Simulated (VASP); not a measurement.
All values below come from PBE GGA, VASP's PBE PAW potentials (set 64) (plane waves; VASP).

Input for VASP

### POSCAR
```
PW
5.4166360
  0.3539298192  -0.9352720028   0.0000000000
  0.3539298192   0.9352720028   0.0000000000
  0.0000000000   0.0000000000   0.6974965643
P W
2 2
Direct
  0.5640000000   0.4360000000   0.2500000000
  0.4360000000   0.5640000000   0.7500000000
  0.8547500000   0.1452500000   0.2500000000
  0.1452500000   0.8547500000   0.7500000000
```

**KPOINTS**
```
Automatic mesh
0
Gamma
11 11 9
0 0 0
```

**INCAR**
```
SYSTEM = PW
PREC = Accurate
ENCUT = 400
EDIFF = 1E-6
NELM = 100
ALGO = Normal
LREAL = .FALSE.
LASPH = .TRUE.
ISMEAR = 0
SIGMA = 0.05
GGA = PE
LMAXMIX = 6
LWAVE = .FALSE.
LCHARG = .FALSE.
ISIF = 2
```

POTCAR, in this order: P W_sv (PBE.64 set). Program: vasp_std.

The run wrote:

### OSZICAR
```
       N       E                     dE             d eps       ncg     rms          rms(c)
DAV:   1     0.320998680013E+03    0.32100E+03   -0.19594E+04  9304   0.141E+03
DAV:   2    -0.170470520435E+02   -0.33805E+03   -0.33383E+03  9194   0.421E+02
DAV:   3    -0.337255596920E+02   -0.16679E+02   -0.16368E+02 11198   0.821E+01
DAV:   4    -0.342058647016E+02   -0.48031E+00   -0.47458E+00 10470   0.128E+01
DAV:   5    -0.342219877164E+02   -0.16123E-01   -0.16026E-01 11485   0.201E+00    0.185E+01
DAV:   6    -0.318936187538E+02    0.23284E+01   -0.27405E+01 10675   0.239E+01    0.553E+00
DAV:   7    -0.315456996446E+02    0.34792E+00   -0.32038E+00 10264   0.751E+00    0.391E+00
DAV:   8    -0.315116382852E+02    0.34061E-01   -0.24617E-01 10399   0.276E+00    0.509E-01
DAV:   9    -0.315098307804E+02    0.18075E-02   -0.19240E-02 12797   0.613E-01    0.218E-01
DAV:  10    -0.315097761492E+02    0.54631E-04   -0.14061E-03 10618   0.316E-01    0.721E-02
DAV:  11    -0.315098106218E+02   -0.34473E-04   -0.13790E-04 12541   0.822E-02    0.166E-02
DAV:  12    -0.315098089979E+02    0.16238E-05   -0.14409E-05  8994   0.197E-02    0.593E-03
DAV:  13    -0.315098084788E+02    0.51909E-06   -0.19856E-06  7718   0.809E-03
   1 F= -.31509808E+02 E0= -.31506646E+02  d E =-.632583E-02
```

**OUTCAR**
```
------------------------ aborting loop because EDIFF is reached ----------------------------------------
  FORCE on cell =-STRESS in cart. coord.  units (eV):
  Direction    XX          YY          ZZ          XY          YZ          ZX
  --------------------------------------------------------------------------------------
  Total      -16.3766427    -14.0538728     -8.5784164      0.0000000      0.0000000      0.0000000
  in kB     -357.5356437   -306.8248213   -187.2843947      0.0000000      0.0000000      0.0000000
  external PRESSURE =    -283.8816199 kB  Pullay stress =       0.0000000 kB
  volume of cell :       73.39
      direct lattice vectors                 reciprocal lattice vectors
     1.917109000 -5.066028000  0.000000000     0.260809375 -0.098696651  0.000000000
     1.917109000  5.066028000  0.000000000     0.260809375  0.098696651  0.000000000
     0.000000000  0.000000000  3.778085000     0.000000000  0.000000000  0.264684357
 POSITION                                       TOTAL-FORCE (eV/Angst)
 -----------------------------------------------------------------------------------
      1.91711     -0.64845      0.94452         0.000000     -2.625092     -0.000000
      1.91711      0.64845      2.83356         0.000000      2.625092      0.000000
      1.91711     -3.59435      0.94452         0.000000     -0.418619     -0.000000
      1.91711      3.59435      2.83356         0.000000      0.418619     -0.000000
 -----------------------------------------------------------------------------------
    total drift:                                0.000000     -0.000000     -0.000000
  FREE ENERGIE OF THE ION-ELECTRON SYSTEM (eV)
  ---------------------------------------------------
  free  energy   TOTEN  =       -31.5098084788 eV

  energy  without entropy=      -31.5034826486  energy(sigma->0) =      -31.50664556
```
(Selected blocks of OUTCAR.)

File OUTCAR:
```
 val. band max:        8.6614660127   @ k =   0.0909   0.0000   0.0000

 cond. band min:       8.6668543395   @ k =   0.0909   0.0000   0.0000


 Fermi energy:         8.6621998803

 k-point     1 :       0.0000    0.0000    0.0000
  band No.  band energies     occupation
      1     -66.2474      2.00000
      2     -66.2408      2.00000
      3     -30.4010      2.00000
      4     -30.4009      2.00000
      5     -30.3673      2.00000
      6     -30.3533      2.00000
      7     -30.3445      2.00000
      8     -30.2500      2.00000
      9      -6.1575      2.00000
     10      -0.6341      2.00000
     11       2.9220      2.00000
     12       3.1906      2.00000
     13       3.6609      2.00000
     14       4.5198      2.00000
     15       6.4913      2.00000
     16       7.4054      2.00000
     17       7.5716      2.00000
     18       7.9414      2.00000
     19       8.1973      2.00000
     20       8.3587      2.00000
     21       8.6749      0.71981
     22       8.6865      0.49204
     23       9.4018      0.00000

 k-point     2 :       0.0909    0.0000    0.0000
  band No.  band energies     occupation
      1     -66.2472      2.00000
      2     -66.2409      2.00000
      3     -30.4029      2.00000
      4     -30.3997      2.00000
      5     -30.3732      2.00000
      6     -30.3484      2.00000
      7     -30.3454      2.00000
      8     -30.2509      2.00000
      9      -6.1055      2.00000
     10      -0.5865      2.00000
     11       2.7208      2.00000
     12       2.9044      2.00000
     13       4.0000      2.00000
     14       4.6174      2.00000
     15       6.5980      2.00000
     16       6.9219      2.00000
     17       7.2454      2.00000
     18       7.5535      2.00000
     19       8.5183      1.99995
     20       8.6615      1.01656
     21       8.6669      0.89526
     22       9.0974      0.00000
     23       9.3529      0.00000

 k-point     3 :       0.1818   -0.0000    0.0000
...
```

Unless said otherwise, spin-orbit coupling is left out, though it shifts the bands of the heavy elements here.

The structure was generated: PW was put into the CrB type (Cmcm), which need not be its known phase. The cell was not relaxed at this level. The run is one of a series of settings (KPOINTS 11×11×9 Γ-centred mesh against the base run), some of them coarse on purpose.
